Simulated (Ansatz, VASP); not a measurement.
One calculation of CdClO, two programs

```
Cd Cl O
1.0
     3.86193    0.00000    0.00000
    -1.93097    3.34453    0.00000
     0.00000    0.00000    9.68840
Cd Cl O
2 2 2
Direct
  0.66667 0.33333 0.01906
  0.33333 0.66667 0.51906
  0.66667 0.33333 0.33872
  0.33333 0.66667 0.83872
  0.00000 0.00000 0.07922
  0.00000 0.00000 0.57922
```

Change from the starting cell: volume scaled by 1.04.

Alike in both runs: task single point; functional PBE; k mesh 8 × 8 × 3; occupations fermi-dirac, width 0.05 eV; no spin polarisation.

|  | VASP | Ansatz |
| --- | --- | --- |
| version | VASP 6.6.1 | Ansatz 0.2.0 |
| potentials or method | VASP PAW PBE potentials, release 64 (Cd, Cl, O) | Ansatz PAW |
| plane-wave cutoff (eV) | 520 | 420 |
| valence electrons in the cell | 50 | 66 |

```tsv
	VASP	Ansatz	Ansatz less VASP
gap on the k mesh at the Fermi level (eV)	none	none	-
pressure (GPa)	-3.9	-4.2	-0.35
largest component of the traceless stress (GPa)	1.86	2.08	+0.218
rms of the force components (eV/Å)	0.080	0.095	+0.0147
```

Atom by atom the forces differ by 0.015 eV/Å (rms over components). A gap of «none» marks a metal or a gap that the smearing closes. The two sets of potentials don't hold the same shells in valence.
